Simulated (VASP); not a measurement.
These are revTPSS meta-GGA, VASP's PBE PAW potentials (set 64) (plane waves; VASP 6.6.1) values and carry that method's errors.

VASP input:

KPOINTS_OPT:
```
k-points along high-symmetry lines
6
Line-mode
Reciprocal
  0.000000   0.000000   0.000000 ! GAMMA
  0.000000   0.500000   0.000000 ! X

  0.000000   0.500000   0.000000 ! X
  0.500000   0.500000   0.000000 ! M

  0.500000   0.500000   0.000000 ! M
  0.000000   0.000000   0.000000 ! GAMMA

  0.000000   0.000000   0.000000 ! GAMMA
  0.000000   0.000000   0.500000 ! Z

  0.000000   0.000000   0.500000 ! Z
  0.000000   0.500000   0.500000 ! R

  0.000000   0.500000   0.500000 ! R
  0.500000   0.500000   0.500000 ! A

  0.500000   0.500000   0.500000 ! A
  0.000000   0.000000   0.500000 ! Z

  0.000000   0.500000   0.000000 ! X
  0.000000   0.500000   0.500000 ! R

  0.500000   0.500000   0.000000 ! M
  0.500000   0.500000   0.500000 ! A
```

### INCAR
```
SYSTEM=SnO
PREC=Accurate; ENCUT=520; LREAL=.FALSE.
LASPH=.TRUE.
EDIFF=1E-7; NELM=100; ALGO=Normal
LMAXMIX=4; LMIXTAU=.TRUE.
ISMEAR=-5
METAGGA=RTPSS
ISIF=2
LWAVE=.FALSE.; LCHARG=.FALSE.; LORBIT=11
NEDOS=601
LEFG=.TRUE.
```

POSCAR:
```
SnO
3.8307380
  0.9999999721   0.0000000000   0.0000000000
  0.0000000000   0.9999999721   0.0000000000
  0.0000000000   0.0000000000   1.2222516006
Sn O
2 2
Cartesian
  0.4999999860   0.0000000000   0.9195178816
  0.0000000000   0.4999999860   0.3027337191
  0.4999999860   0.4999999860   0.0000000000
  0.0000000000   0.0000000000   0.0000000000
```

KPOINTS:
```
Automatic mesh
0
Gamma
7 7 5
0 0 0
```

POTCAR, in this order: Sn_d O (PBE.64 set). Program: vasp_std.

Output of the run:

OSZICAR:
```
       N       E                     dE             d eps       ncg     rms          rms(c)
DAV:   1     0.442045483973E+03    0.44205E+03   -0.21053E+04  1464   0.263E+03
DAV:   2     0.845548028163E+02   -0.35749E+03   -0.35293E+03  1512   0.584E+02
DAV:   3     0.328771934249E+02   -0.51678E+02   -0.51428E+02  1760   0.204E+02
DAV:   4     0.309836853219E+02   -0.18935E+01   -0.18977E+01  1696   0.444E+01
DAV:   5     0.309473130954E+02   -0.36372E-01   -0.36433E-01  1752   0.635E+00    0.150E+01
DAV:   6     0.625622123927E+01   -0.24691E+02   -0.19259E+02  1680   0.142E+02    0.150E+01
DAV:   7     0.877935703299E+01    0.25231E+01   -0.67842E+00  1784   0.310E+01    0.117E+01
DAV:   8     0.759251561266E+01   -0.11868E+01   -0.67666E+01  2344   0.781E+01    0.128E+01
DAV:   9     0.101762655399E+02    0.25837E+01   -0.22179E+01  2064   0.353E+01    0.274E+00
DAV:  10     0.100564431423E+02   -0.11982E+00   -0.13907E+00  1504   0.740E+00    0.128E+00
DAV:  11     0.100358026190E+02   -0.20641E-01   -0.71447E-02  1840   0.260E+00    0.103E+00
DAV:  12     0.100434502502E+02    0.76476E-02   -0.79424E-02  2200   0.233E+00    0.265E-01
DAV:  13     0.100383957903E+02   -0.50545E-02   -0.17870E-02  1888   0.133E+00    0.661E-02
DAV:  14     0.100333475231E+02   -0.50483E-02   -0.44937E-03  1680   0.639E-01    0.588E-02
DAV:  15     0.100332479320E+02   -0.99591E-04   -0.46162E-04  1624   0.327E-01    0.352E-02
DAV:  16     0.100332239482E+02   -0.23984E-04   -0.38108E-04  1712   0.151E-01    0.279E-02
DAV:  17     0.100332346098E+02    0.10662E-04   -0.12008E-04  1768   0.125E-01    0.730E-03
DAV:  18     0.100332215284E+02   -0.13081E-04   -0.11318E-05  2048   0.346E-02    0.440E-03
DAV:  19     0.100332195510E+02   -0.19774E-05   -0.37823E-06  1944   0.272E-02    0.457E-03
DAV:  20     0.100332190549E+02   -0.49609E-06   -0.15768E-06  1568   0.121E-02    0.910E-04
DAV:  21     0.100332189561E+02   -0.98802E-07   -0.15985E-07   992   0.598E-03
   1 F= 0.10033219E+02 E0= 0.10033219E+02  d E =0.000000E+00
       N       E                     dE             ncg
       N       E                     dE             ncg
```

### OUTCAR
```
------------------------ aborting loop because EDIFF is reached ----------------------------------------
  FORCE on cell =-STRESS in cart. coord.  units (eV):
  Direction    XX          YY          ZZ          XY          YZ          ZX
  --------------------------------------------------------------------------------------
  Total        0.0082572      0.0082572     -0.0150783      0.0000000     -0.0000000      0.0000000
  in kB        0.1925476      0.1925476     -0.3516039      0.0000000     -0.0000000      0.0000000
  external PRESSURE =       0.0111637 kB  Pullay stress =       0.0000000 kB
  volume of cell :       68.71
      direct lattice vectors                 reciprocal lattice vectors
     3.830737893  0.000000000  0.000000000     0.261046312  0.000000000  0.000000000
     0.000000000  3.830737893  0.000000000     0.000000000  0.261046312  0.000000000
     0.000000000  0.000000000  4.682125652     0.000000000  0.000000000  0.213578207
 POSITION                                       TOTAL-FORCE (eV/Angst)
 -----------------------------------------------------------------------------------
      1.91537      0.00000      3.52243         0.000000     -0.000000      0.012844
      0.00000      1.91537      1.15969        -0.000000      0.000000     -0.012844
      1.91537      1.91537      0.00000        -0.000000     -0.000000      0.000000
      0.00000      0.00000      0.00000        -0.000000      0.000000      0.000000
 -----------------------------------------------------------------------------------
    total drift:                                0.000000      0.000000      0.000000
  FREE ENERGIE OF THE ION-ELECTRON SYSTEM (eV)
  ---------------------------------------------------
  free  energy   TOTEN  =        10.0332189561 eV

  energy  without entropy=       10.0332189561  energy(sigma->0) =       10.03321896

 total charge

# of ion       s       p       d       tot
------------------------------------------
    1        1.158   0.787  10.080  12.025
    2        1.158   0.787  10.080  12.025
    3        1.565   3.415   0.000   4.981
    4        1.565   3.415   0.000   4.981
--------------------------------------------------
tot          5.447   8.405  20.160  34.012

 Electric field gradients after diagonalization (V/A^2)
 (convention: |V_zz| > |V_xx| > |V_yy|)
----------------------------------------------------------------------
 ion       V_xx      V_yy      V_zz     asymmetry (V_yy - V_xx)/ V_zz
----------------------------------------------------------------------
   1      85.055    85.055  -170.110       0.000
   2      85.055    85.055  -170.110       0.000
   3      -0.821    -0.821     1.642       0.000
   4      -0.821    -0.821     1.642       0.000
```
(Selected blocks of OUTCAR.)

Without a dispersion term in the relaxation, distances and binding between the weakly bound layers, chains or molecules are unreliable, and so is what depends on them. For a metal the tetrahedron method with Blöchl corrections gives inexact stress and forces.

The compound is SnO in the litharge structure. It was relaxed first.
